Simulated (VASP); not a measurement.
Computed with PBEsol GGA, VASP's PBE PAW potentials (set 64) (plane waves; VASP).

A VASP calculation is set up with these files.

### INCAR
```
! general
SYSTEM  = Ni3Al(100) slab
PREC    = Normal
ENCUT   = 400
LREAL   = F   ! projection in real space or not
LASPH   = T   ! aspherical one-centre terms

! electronic loop
EDIFF   = 1E-5   ! SCF stop (eV)
NELM    = 100   ! most electronic steps
NELMIN  = 4
ALGO    = Normal
LMAXMIX = 4   ! l cut-off of mixed one-centre charges

! smearing
ISMEAR  = 1
SIGMA   = 0.1   ! width (eV)

! functional
GGA     = PS   ! PBEsol

! spin
ISPIN   = 2
MAGMOM  = 9*0.5 3*0.0

! ions
IBRION  = 2   ! conjugate gradients
NSW     = 50   ! most ionic steps
ISIF    = 2
EDIFFG  = -0.03   ! ionic stop

! output
LWAVE   = T
LCHARG  = F
LORBIT  = 10

! other
LDIPOL  = T
IDIPOL  = 3
DIPOL   = 0.5 0.5 0.5
```

**KPOINTS**
```
Automatic mesh
0
Gamma
8 8 1
0 0 0
```

POSCAR:
```
Ni3Al(100) slab
1.0
  3.5203344756   0.0000000000   0.0000000000
  0.0000000000   3.5203344756   0.0000000000
  0.0000000000   0.0000000000  25.3523247529
Ni Al
9 3
Cartesian
  0.0000000000   1.7601672378   8.2757340168
  1.7601672378   0.0000000000   8.2757340168
  1.7601672378   1.7601672378  10.0359205720
  0.0000000000   1.7601672378  11.7960817750
  1.7601672378   0.0000000000  11.7960817750
  1.7601672378   1.7601672378  13.5562429779
  0.0000000000   1.7601672378  15.3164041809
  1.7601672378   0.0000000000  15.3164041809
  1.7601672378   1.7601672378  17.0765907361
  0.0000000000   0.0000000000  10.0359205720
  0.0000000000   0.0000000000  13.5562429779
  0.0000000000   0.0000000000  17.0765907361
```

POTCAR, in this order: Ni Al (PBE.64 set). Program: vasp_std.

Output

**OSZICAR**
```
...
DAV:   4    -0.690519918159E+02    0.20279E-02   -0.10896E-02  5659   0.184E+00    0.226E-01
DAV:   5    -0.690521861695E+02   -0.19435E-03   -0.25175E-03  5268   0.778E-01    0.236E-01
DAV:   6    -0.690519414130E+02    0.24476E-03   -0.13990E-03  4505   0.687E-01    0.902E-02
DAV:   7    -0.690520158109E+02   -0.74398E-04   -0.84825E-04  4682   0.532E-01    0.138E-01
DAV:   8    -0.690518902591E+02    0.12555E-03   -0.28768E-04  4514   0.434E-01    0.882E-02
DAV:   9    -0.690518763483E+02    0.13911E-04   -0.17930E-04  4722   0.294E-01    0.123E-01
DAV:  10    -0.690517704686E+02    0.10588E-03   -0.11311E-04  4593   0.260E-01    0.711E-02
DAV:  11    -0.690516910060E+02    0.79463E-04   -0.13486E-04  2543   0.151E-01    0.213E-02
DAV:  12    -0.690516891558E+02    0.18502E-05   -0.15068E-05  2417   0.417E-02
   4 F= -.69051689E+02 E0= -.69052116E+02  d E =-.247737E-02  mag=     1.7453
       N       E                     dE             d eps       ncg     rms          rms(c)
DAV:   1    -0.690520369807E+02   -0.34597E-03   -0.42989E-01  3665   0.263E+00    0.161E-01
DAV:   2    -0.690671894379E+02   -0.15152E-01   -0.69245E-02  5397   0.326E+00    0.184E+00
DAV:   3    -0.690530784095E+02    0.14111E-01   -0.97754E-02  4855   0.375E+00    0.571E-01
DAV:   4    -0.690522397142E+02    0.83870E-03   -0.55022E-03  5654   0.128E+00    0.153E-01
DAV:   5    -0.690523377806E+02   -0.98066E-04   -0.11765E-03  5228   0.553E-01    0.162E-01
DAV:   6    -0.690522011691E+02    0.13661E-03   -0.67360E-04  4559   0.469E-01    0.604E-02
DAV:   7    -0.690522476456E+02   -0.46477E-04   -0.51131E-04  4560   0.407E-01    0.117E-01
DAV:   8    -0.690521713254E+02    0.76320E-04   -0.13718E-04  4423   0.305E-01    0.870E-02
DAV:   9    -0.690521399952E+02    0.31330E-04   -0.89638E-05  4254   0.196E-01    0.785E-02
DAV:  10    -0.690520939848E+02    0.46010E-04   -0.59305E-05  3766   0.185E-01    0.293E-02
DAV:  11    -0.690520886958E+02    0.52890E-05   -0.22092E-05  2325   0.517E-02
   5 F= -.69052089E+02 E0= -.69052466E+02  d E =-.287691E-02  mag=     1.7468
       N       E                     dE             d eps       ncg     rms          rms(c)
DAV:   1    -0.690529793103E+02   -0.88533E-03   -0.34406E-01  3660   0.234E+00    0.153E-01
DAV:   2    -0.690650039890E+02   -0.12025E-01   -0.44274E-02  5022   0.300E+00    0.167E+00
DAV:   3    -0.690547280000E+02    0.10276E-01   -0.68150E-02  4787   0.329E+00    0.638E-01
DAV:   4    -0.690530373867E+02    0.16906E-02   -0.87807E-03  5290   0.157E+00    0.764E-02
DAV:   5    -0.690532314003E+02   -0.19401E-03   -0.88047E-04  5419   0.420E-01    0.123E-01
DAV:   6    -0.690531932960E+02    0.38104E-04   -0.32164E-04  4307   0.356E-01    0.714E-02
DAV:   7    -0.690532251769E+02   -0.31881E-04   -0.16266E-04  4404   0.187E-01    0.383E-02
DAV:   8    -0.690532625158E+02   -0.37339E-04   -0.71608E-05  4249   0.195E-01    0.501E-02
DAV:   9    -0.690533072858E+02   -0.44770E-04   -0.49283E-05  3269   0.154E-01    0.304E-02
DAV:  10    -0.690533229809E+02   -0.15695E-04   -0.20718E-05  2397   0.114E-01    0.119E-02
DAV:  11    -0.690533560947E+02   -0.33114E-04   -0.10440E-05  2302   0.468E-02    0.143E-02
DAV:  12    -0.690533884946E+02   -0.32400E-04   -0.71185E-06  2215   0.362E-02    0.435E-03
DAV:  13    -0.690534206895E+02   -0.32195E-04   -0.26487E-06  2217   0.858E-03    0.635E-03
DAV:  14    -0.690534476864E+02   -0.26997E-04   -0.11413E-06  2202   0.127E-02    0.225E-03
DAV:  15    -0.690534959018E+02   -0.48215E-04   -0.14245E-06  2247   0.997E-03    0.297E-03
DAV:  16    -0.690535248142E+02   -0.28912E-04   -0.10588E-06  2259   0.569E-03    0.155E-03
DAV:  17    -0.690535389404E+02   -0.14126E-04   -0.48270E-07  2235   0.374E-03    0.113E-03
DAV:  18    -0.690535567507E+02   -0.17810E-04   -0.92477E-07  2249   0.272E-03    0.807E-04
DAV:  19    -0.690535606903E+02   -0.39395E-05   -0.33511E-07  2253   0.245E-03
   6 F= -.69053561E+02 E0= -.69053928E+02  d E =-.147199E-02  mag=     1.7484
       N       E                     dE             d eps       ncg     rms          rms(c)
DAV:   1    -0.690538752985E+02   -0.31855E-03   -0.30984E+00  3660   0.703E+00    0.485E-01
DAV:   2    -0.691662413541E+02   -0.11237E+00   -0.55631E-01  4821   0.962E+00    0.454E+00
DAV:   3    -0.690744478315E+02    0.91794E-01   -0.61098E-01  4805   0.108E+01    0.184E+00
DAV:   4    -0.690541437496E+02    0.20304E-01   -0.69954E-02  5324   0.495E+00    0.229E-01
DAV:   5    -0.690555510892E+02   -0.14073E-02   -0.88190E-03  5324   0.120E+00    0.372E-01
DAV:   6    -0.690553942508E+02    0.15684E-03   -0.33760E-03  4234   0.105E+00    0.312E-01
DAV:   7    -0.690550409668E+02    0.35328E-03   -0.18501E-03  4429   0.605E-01    0.118E-01
DAV:   8    -0.690551337448E+02   -0.92778E-04   -0.65940E-04  4753   0.621E-01    0.129E-01
DAV:   9    -0.690552960638E+02   -0.16232E-03   -0.11068E-03  5647   0.619E-01    0.233E-01
DAV:  10    -0.690550363953E+02    0.25967E-03   -0.48410E-04  5135   0.453E-01    0.112E-01
DAV:  11    -0.690550125762E+02    0.23819E-04   -0.46298E-04  4990   0.327E-01    0.622E-02
DAV:  12    -0.690550146675E+02   -0.20913E-05   -0.59474E-05  3290   0.112E-01
   7 F= -.69055015E+02 E0= -.69055345E+02  d E =-.292597E-02  mag=     1.7475
       N       E                     dE             d eps       ncg     rms          rms(c)
DAV:   1    -0.690554428233E+02   -0.43025E-03   -0.72592E-01  3660   0.343E+00    0.158E-01
DAV:   2    -0.690729455892E+02   -0.17503E-01   -0.83066E-02  5244   0.341E+00    0.200E+00
DAV:   3    -0.690550930571E+02    0.17853E-01   -0.90691E-02  4878   0.362E+00    0.348E-01
DAV:   4    -0.690557186207E+02   -0.62556E-03   -0.47737E-03  5587   0.123E+00    0.151E-01
DAV:   5    -0.690559446180E+02   -0.22600E-03   -0.11853E-03  5114   0.565E-01    0.222E-01
DAV:   6    -0.690558066942E+02    0.13792E-03   -0.54549E-04  4298   0.503E-01    0.151E-01
DAV:   7    -0.690557105790E+02    0.96115E-04   -0.41516E-04  5124   0.335E-01    0.851E-02
DAV:   8    -0.690557115273E+02   -0.94837E-06   -0.32071E-04  4896   0.389E-01    0.892E-02
DAV:   9    -0.690556453956E+02    0.66132E-04   -0.11947E-04  4490   0.210E-01    0.453E-02
DAV:  10    -0.690556294149E+02    0.15981E-04   -0.50975E-05  3476   0.159E-01    0.204E-02
DAV:  11    -0.690556208124E+02    0.86026E-05   -0.14810E-05  2308   0.643E-02
   8 F= -.69055621E+02 E0= -.69055958E+02  d E =-.606145E-03  mag=     1.7462
       N       E                     dE             d eps       ncg     rms          rms(c)
DAV:   1    -0.690556267018E+02    0.27131E-05   -0.61620E-02  3685   0.100E+00    0.483E-02
DAV:   2    -0.690574083298E+02   -0.17816E-02   -0.80941E-03  5601   0.106E+00    0.658E-01
DAV:   3    -0.690554860784E+02    0.19223E-02   -0.90933E-03  4827   0.112E+00    0.105E-01
DAV:   4    -0.690556485827E+02   -0.16250E-03   -0.45205E-04  5397   0.371E-01    0.489E-02
DAV:   5    -0.690556685074E+02   -0.19925E-04   -0.11415E-04  4704   0.184E-01    0.590E-02
DAV:   6    -0.690556574259E+02    0.11082E-04   -0.46714E-05  3271   0.150E-01    0.326E-02
DAV:   7    -0.690556634168E+02   -0.59909E-05   -0.23144E-05  2188   0.101E-01
   9 F= -.69055663E+02 E0= -.69055999E+02  d E =-.648749E-03  mag=     1.7454
       N       E                     dE             d eps       ncg     rms          rms(c)
DAV:   1    -0.690559529499E+02   -0.29552E-03   -0.13443E-01  3660   0.151E+00    0.177E-01
DAV:   2    -0.691045705287E+02   -0.48618E-01   -0.26745E-01  5147   0.548E+00    0.315E+00
DAV:   3    -0.690532496238E+02    0.51321E-01   -0.24600E-01  5040   0.564E+00    0.354E-01
DAV:   4    -0.690557644896E+02   -0.25149E-02   -0.33041E-03  5820   0.101E+00    0.755E-02
DAV:   5    -0.690560752170E+02   -0.31073E-03   -0.87310E-04  5207   0.467E-01    0.140E-01
DAV:   6    -0.690560263363E+02    0.48881E-04   -0.34962E-04  4459   0.380E-01    0.974E-02
DAV:   7    -0.690559999577E+02    0.26379E-04   -0.16060E-04  4467   0.226E-01    0.542E-02
DAV:   8    -0.690559949449E+02    0.50128E-05   -0.59423E-05  3722   0.178E-01
  10 F= -.69055995E+02 E0= -.69056310E+02  d E =-.331528E-03  mag=     1.7444
```

File OUTCAR:
```
------------------------ aborting loop because EDIFF is reached ----------------------------------------
  FORCE on cell =-STRESS in cart. coord.  units (eV):
  Direction    XX          YY          ZZ          XY          YZ          ZX
  --------------------------------------------------------------------------------------
  Total       -3.8303735     -3.8303735     -0.6087334      0.0000000      0.0000000      0.0000000
  in kB      -19.5328698    -19.5328698     -3.1042168      0.0000000      0.0000000      0.0000000
  external PRESSURE =     -14.0566521 kB  Pullay stress =       0.0000000 kB
  volume of cell :      314.19
      direct lattice vectors                 reciprocal lattice vectors
     3.520334476  0.000000000  0.000000000     0.284063917  0.000000000  0.000000000
     0.000000000  3.520334476  0.000000000     0.000000000  0.284063917  0.000000000
     0.000000000  0.000000000 25.352324753     0.000000000  0.000000000  0.039444114
 POSITION                                       TOTAL-FORCE (eV/Angst)
 -----------------------------------------------------------------------------------
      0.00000      1.76017      8.33729         0.000000      0.000000      0.003123
      1.76017      0.00000      8.33729         0.000000      0.000000      0.003123
      1.76017      1.76017     10.02077         0.000000      0.000000      0.003761
      3.52033      1.76017     11.79152         0.000000     -0.000000     -0.001172
      1.76017      0.00000     11.79152        -0.000000      0.000000     -0.001172
      1.76017      1.76017     13.55453         0.000000      0.000000     -0.009395
      0.00000      1.76017     15.31286         0.000000     -0.000000      0.009917
      1.76017      0.00000     15.31286         0.000000      0.000000      0.009917
      1.76017      1.76017     17.00733         0.000000      0.000000     -0.016978
      0.00000      0.00000     10.03811         0.000000      0.000000      0.007761
      0.00000      0.00000     13.56475         0.000000      0.000000      0.000064
      0.00000      0.00000     17.04511         0.000000      0.000000     -0.008951
 -----------------------------------------------------------------------------------
    total drift:                                0.000000      0.000000      0.006601
  FREE ENERGIE OF THE ION-ELECTRON SYSTEM (eV)
  ---------------------------------------------------
  free  energy   TOTEN  =       -69.0559949449 eV

  energy  without entropy=      -69.0569393182  energy(sigma->0) =      -69.05630974

 total charge

# of ion       s       p       d       tot
------------------------------------------
    1        0.492   0.365   8.393   9.250
    2        0.492   0.365   8.393   9.250
    3        0.522   0.559   8.394   9.474
    4        0.510   0.549   8.394   9.452
    5        0.510   0.549   8.394   9.452
    6        0.509   0.554   8.396   9.459
    7        0.514   0.563   8.408   9.486
    8        0.514   0.563   8.408   9.486
    9        0.469   0.403   8.458   9.330
   10        0.405   0.415   0.000   0.821
   11        0.410   0.407   0.000   0.816
   12        0.437   0.355   0.000   0.792
--------------------------------------------------
tot          5.784   5.648  75.637  87.070

 magnetization (x)

# of ion       s       p       d       tot
------------------------------------------
    1       -0.001  -0.003   0.303   0.299
    2       -0.001  -0.003   0.303   0.299
    3       -0.003  -0.009   0.327   0.315
    4       -0.003  -0.011   0.277   0.262
    5       -0.003  -0.011   0.277   0.262
    6       -0.003  -0.009   0.212   0.200
    7       -0.002  -0.006   0.112   0.103
    8       -0.002  -0.006   0.112   0.103
    9       -0.003  -0.003   0.012   0.006
   10       -0.001  -0.008   0.000  -0.010
   11       -0.001  -0.006   0.000  -0.007
   12       -0.001  -0.003   0.000  -0.004
--------------------------------------------------
tot         -0.025  -0.081   1.935   1.829

 reached required accuracy - stopping structural energy minimisation
```
(Selected blocks of OUTCAR.)

File CONTCAR:
```
Ni3Al(100) slab
   1.00000000000000
     3.5203344755999999    0.0000000000000000    0.0000000000000000
     0.0000000000000000    3.5203344755999999    0.0000000000000000
     0.0000000000000000    0.0000000000000000   25.3523247528999995
  Ni              Al
     9     3
Direct
     0.0000000000000000    0.5000000000000000    0.3288570302767110
     0.5000000000000000    0.0000000000000000    0.3288570302767110
     0.5000000000000000    0.5000000000000000    0.3952603883156233
     1.0000000000000000    0.5000000000000000    0.4651060056885387
     0.5000000000000000    0.0000000000000000    0.4651060056885387
     0.5000000000000000    0.5000000000000000    0.5346465618862277
     0.0000000000000000    0.5000000000000000    0.6040021628761735
     0.5000000000000000    0.0000000000000000    0.6040021628761735
     0.5000000000000000    0.5000000000000000    0.6708392125760584
     0.0000000000000000    0.0000000000000000    0.3959444014275391
     0.0000000000000000    0.0000000000000000    0.5350497142171373
     0.0000000000000000    0.0000000000000000    0.6723293238945677
```

**OUTCAR**
```
 val. band max:        1.3806728201   @ k =   0.3750   0.2500   0.0000

 cond. band min:       1.3905991620   @ k =   0.1250   0.0000   0.0000


 Fermi energy:         1.3825696126

 spin component 1

 k-point     1 :       0.0000    0.0000    0.0000
  band No.  band energies     occupation
      1      -8.5698      1.00000
      2      -7.7582      1.00000
      3      -6.4556      1.00000
      4      -4.5767      1.00000
      5      -3.2370      1.00000
      6      -3.0389      1.00000
      7      -2.5497      1.00000
      8      -2.4482      1.00000
      9      -2.2975      1.00000
     10      -2.0352      1.00000
     11      -2.0352      1.00000
     12      -2.0099      1.00000
     13      -1.9654      1.00000
     14      -1.8473      1.00000
     15      -1.8473      1.00000
     16      -1.8295      1.00000
     17      -1.7874      1.00000
     18      -1.5152      1.00000
     19      -1.4776      1.00000
     20      -1.4776      1.00000
     21      -1.1452      1.00000
     22      -0.5134      1.00000
     23      -0.5134      1.00000
     24      -0.3683      1.00000
     25      -0.2596      1.00000
     26      -0.1951      1.00000
     27      -0.1382      1.00000
     28      -0.1382      1.00000
     29      -0.0123      1.00000
     30      -0.0123      1.00000
     31       0.0305      1.00000
     32       0.1049      1.00000
     33       0.3736      1.00000
     34       0.3736      1.00000
     35       0.3744      1.00000
     36       0.5157      1.00000
     37       0.5250      1.00000
     38       0.7516      1.00000
     39       0.7516      1.00000
     40       0.8054      1.00000
     41       0.8140      1.00000
     42       0.8903      1.00000
     43       0.9802      1.00000
     44       1.0863      1.00012
     45       1.1403      1.00163
     46       1.1821      1.00788
     47       1.1821      1.00788
     48       1.2702      1.03364
     49       1.3396      0.82901
...
```

The cell is a thin slab with vacuum, built from Ni3Al (L1_2): (100) face.
